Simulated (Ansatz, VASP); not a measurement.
# Zn2SeS: VASP beside Ansatz, part 2 of 2

Aim: how closely do two programs agree when they are given the same cell, functional and k mesh? The cell is taken from a series of runs on this material, whose earlier steps may have relaxed, scaled, displaced or heated it; both programs get it as it stands.

VASP 6.6.1 and Ansatz 0.2.0.

So far: Starting point; VASP: zone-centre phonons, PBEsol with D4.

### 3. Ansatz: zone-centre phonons, PBEsol with D4

Level of this step: Ansatz beside VASP: Kohn-Sham DFT, plane waves, PBEsol with D4 (Ansatz).

Ansatz runs on its default PAW (the set named soft_2) files.

The same cell, functional, mesh and smearing now go to Ansatz, which takes its cutoff from its data sets.

input.yaml reads:

```yaml
crystal:
  lattice:
    - [3.8613663361, 0.0, 0.0]
    - [0.0, 3.8613663361, 0.0]
    - [0.0, 0.0, 5.4597651621]
  atoms:
    - { symbol: Zn, position: [0.5, 0.0, 0.7635396844] }
    - { symbol: Zn, position: [0.0, 0.5, 0.2364603156] }
    - { symbol: Se, position: [0.0, 0.0, 0.5] }
    - { symbol: S, position: [0.5, 0.5, 0.0] }
total_charge: 0.16
kpoints:
  mp_grid: { grid: [10, 10, 6] }
hamiltonian:
  xc: pbesol
  dispersion: d4
scf:
  occupations: { method: fermi_dirac, width: 0.05 }
  n_extra_bands: 10
output:
  eigenvalues: true
phonons:
  method: dfpt
```

Run with:

```sh
> ansatz run input.yaml --threads 4 --pin off --max-ram 8192MiB --backend cpu --events-out ev --progress --plain --runs-dir out
```

Numbers of over 12 decimals in the logs are rounded to 6 here.

The program printed:

```text
scf.n_extra_bands = 10 over 23 filled bands (N_el = 45.8): the run solves 33 bands
zone centre: on kpoints.mp_grid the ground state, and the responses unless they are solved on pairs of k-points, stand on 144 of the mesh's 600 k-points, reduced under 4 symmetry operations, with k and −k counted as one. Each operation leaves every solved displacement unchanged or reverses it
Engine: ansatz 0.2.0, aarch64-unknown-linux-gnu
Pseudopotentials: kind: paw
Pseudopotential: Zn, paw, valence charge 12, recommended cutoff 420 eV (normal), Zn.paw.azcp
Pseudopotential: Se, paw, valence charge 16, recommended cutoff 420 eV (normal), Se.paw.azcp
Pseudopotential: S, paw, valence charge 6, recommended cutoff 420 eV (normal), S.paw.azcp
Functional definition: PBEsol
  exchange = pbesol_x
  correlation = pbesol_c
Crystal: 4 atoms, lattice volume = 81.406 Å³
Basis set: ecut = 420 eV, 1611 PW (Γ), exchange–correlation on 54×54×80 points (8 copies of the dense FFT grid, shifted against one another)
Bands: 33, of which v1, the nominal top of the filled ones, is band 23 counted from 1 (22 counted from 0)
Symmetry: 8 space group operations
k-points: 144 of 600 (irreducible under 4 space group operations, time reversal used)
Non-local potential: Zn, projectors of the file, l = 0: 2, l = 1: 2, l = 2: 3, l = 3: 1
Non-local potential: Se, projectors of the file, l = 0: 2, l = 1: 2, l = 2: 3, l = 3: 1
Non-local potential: S, projectors of the file, l = 0: 2, l = 1: 2, l = 2: 2
PAW form: soft (Blöchl's): semilocal exchange-correlation on the pseudo side does not see the compensation charge
PAW frozen core: Zn, regenerated for the run's functional, and the local potential with it (the file was generated under x = pbe(κ = 0.804, μ = 0.219515), c = pbe(β = 0.066725))
PAW frozen core: Se, regenerated for the run's functional, and the local potential with it (the file was generated under x = pbe(κ = 0.804, μ = 0.219515), c = pbe(β = 0.066725))
PAW frozen core: S, regenerated for the run's functional, and the local potential with it (the file was generated under x = pbe(κ = 0.804, μ = 0.219515), c = pbe(β = 0.066725))
PAW one-centre angular grid: Zn, 590 points (default); XC on 64 Gauss nodes
PAW one-centre angular grid: Se, 590 points (default); XC on 64 Gauss nodes
PAW one-centre angular grid: S, 110 points (default); XC on 64 Gauss nodes
Initial density: superposition of atomic densities (neutral atoms scaled as one to the charged cell's electrons: chi_scale 0, normalization atom), corrected by the library's trained network
Initial wavefunctions: pseudopotential atomic-orbital guess
Functional: x = pbesol(κ = 0.804, μ = 0.123457), c = pbesol(β = 0.046)
SCF iter   1: F=—  HF=-12875.702337 eV  |F-HF|=—  |Δ(HF+E_count)|=         —  Δρ=1.29e-2  dr2=1.30e-1  ethr=1.77e-3  ⟨swp⟩=6.3  Hψ=22840  notcnv=0  defer=81
preconditioner: auto → LDOS  [metal: Δε(μ)=0.056 eV  Ē_g=13.276 eV  σ=0.050 eV  W_gap=0.27  n_scr=20 (ndim 8)  ℏωp=24.6 eV  f_vac=0.059  D(μ)=0.80/eV (n_scr^D=2)  β→1.0]
SCF iter   2: F=—  HF=-12875.675543 eV  |F-HF|=—  |Δ(HF+E_count)|=   2.68e-2  Δρ=9.92e-3  dr2=4.54e-2  ethr=2.83e-4  ⟨swp⟩=2.9  Hψ=9810  notcnv=0  defer=495
SCF iter   3: F=—  HF=-12875.659678 eV  |F-HF|=—  |Δ(HF+E_count)|=   1.59e-2  Δρ=3.40e-3  dr2=5.19e-3  ethr=9.91e-5  ⟨swp⟩=2.0  Hψ=7912  notcnv=0  defer=495
SCF iter   4: F=—  HF=-12875.656175 eV  |F-HF|=—  |Δ(HF+E_count)|=   3.50e-3  Δρ=2.63e-4  dr2=5.72e-5  ethr=1.13e-5  ⟨swp⟩=2.0  Hψ=8457  notcnv=0  defer=495
SCF iter   5: F=—  HF=-12875.656161 eV  |F-HF|=—  |Δ(HF+E_count)|=   1.38e-5  Δρ=1.11e-4  dr2=1.64e-5  ethr=1.25e-7  ⟨swp⟩=2.0  Hψ=6837  notcnv=0  defer=495
SCF iter   6: F=—  HF=-12875.656156 eV  |F-HF|=—  |Δ(HF+E_count)|=   5.20e-6  Δρ=2.20e-5  dr2=3.04e-7  ethr=3.58e-8  ⟨swp⟩=2.1  Hψ=6759  notcnv=0  defer=495
SCF iter   7: F=—  HF=-12875.656154 eV  |F-HF|=—  |Δ(HF+E_count)|=   1.72e-6  Δρ=3.30e-6  dr2=8.62e-9  ethr=6.64e-10  ⟨swp⟩=2.0  Hψ=7561  notcnv=0  defer=495
SCF iter   8: F=—  HF=-12875.656154 eV  |F-HF|=—  |Δ(HF+E_count)|=   1.74e-8  Δρ=1.32e-6  dr2=9.25e-10  ethr=1.88e-11  ⟨swp⟩=2.7  Hψ=7786  notcnv=0  defer=495
SCF iter   9: F=—  HF=-12875.656154 eV  |F-HF|=—  |Δ(HF+E_count)|=  3.06e-10  Δρ=2.00e-7  dr2=3.76e-11  ethr=2.02e-12  ⟨swp⟩=2.6  Hψ=7154  notcnv=0  defer=495
SCF iter  10: F=-12875.656154 eV  HF=-12875.656154 eV  |F-HF|=3.64e-12  |Δ(HF+E_count)|=    0.00e0  Δρ=4.55e-8  dr2=1.00e-12  ethr=1.00e-12  ⟨swp⟩=10.8  Hψ=25861  notcnv=0
SCF 1 converged in 10 iterations: F = -12875.656154 eV  dr2 = 1.00e-12
  greatest PAW one-centre occupation: 1.000 electrons in one spin orbital (limit 2), on the Se atom at site 2 (counted from 0), in its partial waves of l = 2
DFPT response loops at Γ: preconditioner auto → Kerker (q_TF=auto, 2.479 Å⁻¹) (partly filled bands, converged f_vac=0.050); β = 1.00, the filter's whole step (`scf.mixing.beta` (0.50) is not read by the response loops under this deck's `scf.mixing.preconditioner`; to damp them name `kerker` or `kerker_dos`, under which they read `scf.mixing.beta`, and type it under 1.00, their step now; both keys bind the ground state too); Broyden in place of MSR1
SCF converged after 10 iterations
Free energy (F): -12875.656154 eV
Harris-Foulkes:  -12875.656154 eV  (|F-HF|=3.64e-12)
Internal energy: -12875.649381 eV  (E = F + TS)
E sigma→0 (E₀):  -12875.652768 eV
Entropy (-TS):   -0.006773 eV (-1.693 meV/atom)
Fermi energy:    6.506462 eV
--- Per-component energies (eV) ---
  E_band       = -367.567661
  E_kinetic    = 487.458253
  E_local      = -6505.839611  (includes V_loc(G=0)·N_el)
  E_nonlocal   = 665.247677
  E_hartree    = 2926.349837
  E_xc         = -470.124616
  E_vxc        = -289.650709  (∫ρ·V_xc dr)
  E_paw        = -6032.738699  (= ΣΔE_a)
  E_vpaw       = -577.481582  (= ΣTr[D̂ρ^β])
  E_aug_tail   = -0.001306  (compensation charges beyond the density's cutoff)
  E_ewald      = -3947.924479
  E_disp       = -0.741547  (pairwise vdW)
  E_core_change = 2.665110  (= ΣΔE_core)
  E_smearing   = -0.006773  (= −TS)
  E_closure    = 0.000000  (closes the sum)
  E_deformation_potential = 2.033797  (in the stress; not in F)
  Σ components = -12875.656154   (vs F -12875.656154, Δ=0.00e0)
--- Band table (eV; the first three rows and the last of 144) ---
  k-point 0: bands = [... 19 lower, 4.3338, 6.7250, 6.7822, 6.7822, 8.4694, 9.8008, 10.4153, 12.7872, ... 6 higher]
  k-point 1: bands = [... 19 lower, 4.4550, 6.0472, 6.5754, 6.5754, 9.1870, 9.9544, 10.5490, 12.4364, ... 6 higher]
  k-point 2: bands = [... 19 lower, 4.7794, 4.9775, 6.0967, 6.0967, 10.1111, 10.5468, 10.8529, 11.7030, ... 6 higher]
  k-point 143: bands = [... 19 lower, 3.7188, 3.8259, 3.8259, 3.9061, 12.2012, 12.3009, 12.6511, 12.6511, ... 6 higher]
--- Phonons (Γ-DFPT): 7 representative perturbations + reference, on 144 of 600 k-points (Σ response iterations 23) ---
  k mesh reduced under 4 symmetry operations, with k and −k counted as one. Each operation leaves every solved displacement unchanged or reverses it
  ASR residual: 3.313e-5 → 0.000e0 eV/Å²; symmetrization residual: 7.143e-6 eV/Å²
  pairwise dispersion correction: d4 (s6 = 1.0, s8 = 1.71885698, s9 = 1.0, a1 = 0.47901421, a2_bohr = 5.96771589), with the weights of each atom's references fixed at the reference crystal's, and the forces and stress that the weights' published response gives there kept as a pressure on the atom's counted neighbours (hamiltonian.dispersion)
  ASR residual per site (eV/Å²): 1.75e-5 1.75e-5 2.19e-5 3.31e-5
  Γ frequencies (cm⁻¹): 0.00 0.00 0.00 77.93 77.93 204.29 215.05 221.56 221.56 290.94 295.11 295.11
  non-analytic LO–TO correction: not included (Born effective charges unavailable; polar crystals: no LO–TO splitting at Γ)
```

The column dr2 measures how far the density is from self-consistency, as an energy; F and HF (Harris–Foulkes) agree once it is small.

### 4. Comparison

Known differences besides the potentials themselves: the cutoff is 420 eV in Ansatz and 500 eV in VASP; Ansatz makes its cores anew for this functional, VASP keeps those of its PBE data sets; Ansatz takes the dispersion share of the force constants at frozen C6 weights, VASP differentiates the full forces; VASP uses finite displacements, Ansatz perturbation theory. Total energies have different zeros and are not compared.

The two programs side by side:

```csv
quantity,Ansatz,VASP,difference
optical mode 1 to 2 (cm⁻¹),77.9,74.4,+4.72 %
optical mode 3 (cm⁻¹),204.3,204.3,-0.03 %
optical mode 4 (cm⁻¹),215.1,216.0,-0.46 %
optical mode 5 to 6 (cm⁻¹),221.6,222.6,-0.49 %
optical mode 7 (cm⁻¹),290.9,291.4,-0.17 %
optical mode 8 to 9 (cm⁻¹),295.1,295.7,-0.22 %
```

Modes are paired by rising frequency, not by their patterns, so a pair may set unlike modes beside each other; they are those without the splitting of longitudinal modes. The cell carries a charge of +0.16 e against a uniform background, so its pressure also hangs on how the neutralising background is counted, and in a defect's cell a gap may be the spacing between its levels.

### 5. What came out

```json
{
  "r.m.s. difference of the optical zone-centre modes, each program's sorted by frequency (zone-centre phonons, PBEsol with D4)": "1.8 cm⁻¹",
  "difference in optical mode 1 to 2 (zone-centre phonons, PBEsol with D4)": "+4.7 %"
}
```

**Reading.** The r.m.s. difference of the optical zone-centre modes, each program's sorted by frequency is 1.8 cm⁻¹ (zone-centre phonons, PBEsol with D4). The data sets hold unlike numbers of valence electrons (45.84 in Ansatz and 35.84 in VASP), so part of the differences comes from the potentials. Among the rows given in per cent, the largest difference of the zone-centre phonons, PBEsol with D4 pair is in optical mode 1 to 2, +4.7 %. How closely two codes agree says nothing of how well the functional describes the real material.

[Lines on the potential files, build, host, timing and source positions are cut from VASP's logs without a mark.]

[Logs are printed without paths, hosts, clocks, repeated set-up lines and the standing remarks that a program may print on its own settings, such as how far it seeks lower states.]

[Hosts, paths, dates, database ids (printed as entryN), source tags and the programs' standing remarks are cut or masked in the printed files.]
